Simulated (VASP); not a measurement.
```yaml
crystal:
  lattice:
    - [0.00000, 2.76058, 2.76058]
    - [2.76058, 0.00000, 2.76058]
    - [2.76058, 2.76058, 0.00000]
  atoms:
    - { symbol: Zn, position: [0.00000, 0.00000, 0.00000] }
    - { symbol: Se, position: [0.25000, 0.25000, 0.25000] }
```

Method: LDA (Ceperley-Alder, Perdew-Zunger), VASP's LDA PAW potentials (set 64) (plane waves; VASP 6.6.1). Run with 520 eV cut-off, 8×8×8 Γ-centred mesh, Gaussian smearing of 0.050 eV, potentials Zn Se.

Q: Predict the energy per atom (σ→0), pressure, band gap (on the k-mesh) with the smallest direct gap where there is one.

A: 
* **band gap (on the k-mesh)**: 1.40 eV
* **smallest direct gap (on the k-mesh)**: 1.40 eV
* **energy per atom (σ→0)**: -3681 meV/atom
* **pressure**: 2.31 GPa

The absolute energy has meaning only against runs of the same code, potentials and settings.

The compound is ZnSe in the zinc blende structure. This cell is one point of a volume scan, at 0.97 of the reference volume.
